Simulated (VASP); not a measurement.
A VASP calculation is set up with these files.

**KPOINTS**
```
Automatic mesh
0
Gamma
9 9 9
0 0 0
```

**POSCAR**
```
YSi
5.5951560
  0.3749168899  -0.9270583748   0.0000000000
  0.3749168899   0.9270583748   0.0000000000
  0.0000000000   0.0000000000   0.6768384350
Y Si
2 2
Cartesian
  0.3749168899   0.6670661489   0.1692096087
  0.3749168899  -0.6670661489   0.5076288262
  0.3749168899   0.1410873099   0.1692096087
  0.3749168899  -0.1410873099   0.5076288262
```

### INCAR
```
! general
SYSTEM  = YSi
PREC    = Accurate
ENCUT   = 400
LREAL   = F
LASPH   = T

! electronic loop
EDIFF   = 1E-7
NELM    = 100
ALGO    = Normal
LMAXMIX = 4

! smearing
ISMEAR  = -5

! ions
ISIF    = 2

! output
LWAVE   = F
LCHARG  = T
LORBIT  = 11
NEDOS   = 601

! other
LEFG    = T
```

POTCAR, in this order: Y_sv Si (LDA.64 set). Program: vasp_std.

Q: Translate this LDA calculation to Quantum ESPRESSO's pw.x.

A: One equivalent input (not run):
```
&CONTROL
  calculation = 'scf'
  pseudo_dir = './pseudo'
  outdir = './out'
  tprnfor = .true.
  tstress = .true.
/
&SYSTEM
  ibrav = 0
  nat = 4
  ntyp = 2
  ecutwfc = 72
  occupations = 'tetrahedra'
  input_dft = 'pz'
/
&ELECTRONS
  conv_thr = 7.3e-09
  electron_maxstep = 100
/
ATOMIC_SPECIES
  Y 88.906 Y.upf
  Si 28.085 Si.upf
CELL_PARAMETERS angstrom
     2.0977185   -5.1870362    0.0000000
     2.0977185    5.1870362   -0.0000000
     0.0000000    0.0000000    3.7870166
ATOMIC_POSITIONS crystal
  Y    0.1402243  0.8597757  0.2500000
  Y    0.8597757  0.1402243  0.7500000
  Si   0.4239059  0.5760941  0.2500000
  Si   0.5760941  0.4239059  0.7500000
K_POINTS automatic
  9 9 9 0 0 0
```
The two are equivalent in intent, not identical: the potentials are each code's own (VASP's PAW set, PseudoDojo norm-conserving files in pw.x), so ENCUT and ecutwfc are chosen apart and not converted; conv_thr bounds pw.x's estimated SCF error, while EDIFF bounds the energy change between steps; the field gradients of LEFG aren't asked of the other code.

The structure comes from a computed database's YSi entry (Cmcm); how it stands against other phases isn't given here. It was relaxed first, which changed the volume by -5 %.
